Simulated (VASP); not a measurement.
The input files of a VASP run:

**POSCAR**
```
CaSe
1
    0.0000000000     2.9600000000     2.9600000000
    2.9600000000     0.0000000000     2.9600000000
    2.9600000000     2.9600000000     0.0000000000
Ca Se
1 1
Direct
  0.0000000000   0.0000000000   0.0000000000
  0.5000000000   0.5000000000   0.5000000000
```

### INCAR
```
SYSTEM = CaSe
PREC = Accurate
ENCUT = 520
EDIFF = 1E-6
NELM = 100
ALGO = Normal
LREAL = .FALSE.
LASPH = .TRUE.
ISMEAR = 0
SIGMA = 0.05
GGA = RE
LMAXMIX = 4
LWAVE = .FALSE.
LCHARG = .FALSE.
IBRION = 2
ISIF = 3
NSW = 60
EDIFFG = -0.01
```

**KPOINTS**
```
Regular mesh
0
G
 7 7 7
0 0 0
```

POTCAR, in this order: Ca_sv Se (PBE.64 set). Program: vasp_std.

**Question.** Translate this revPBE calculation to Ansatz.

**Answer.** One equivalent input (not run):
Ansatz 0.2 input:
```yaml
crystal:
  lattice:
    - [0.0000000, 2.9600000, 2.9600000]
    - [2.9600000, 0.0000000, 2.9600000]
    - [2.9600000, 2.9600000, 0.0000000]
  atoms:
    - { symbol: Ca, position: [0.0000000, 0.0000000, 0.0000000] }
    - { symbol: Se, position: [0.5000000, 0.5000000, 0.5000000] }
kpoints:
  mp_grid: { grid: [7, 7, 7] }
hamiltonian:
  xc: revpbe
  pseudopotentials: { kind: paw }
scf:
  occupations: { method: gaussian, width: 0.05 }
  max_iter: 100
relax:
  max_steps: 60
  f_tol: 0.01
  cell: {}
output: { forces: true, stress: true, eigenvalues: true }
```
Limits of the translation: each code has its own PAW files, so the cut-off isn't converted (ENCUT is set for VASP's; basis.ecutwfc is left out, and Ansatz then takes the one that its files recommend); Ansatz stops its SCF on the density residual and VASP on the energy change (EDIFF).

The compound is CaSe in the rock salt structure. This run relaxes it. Symmetry was kept, so distortions that lower it aren't found.
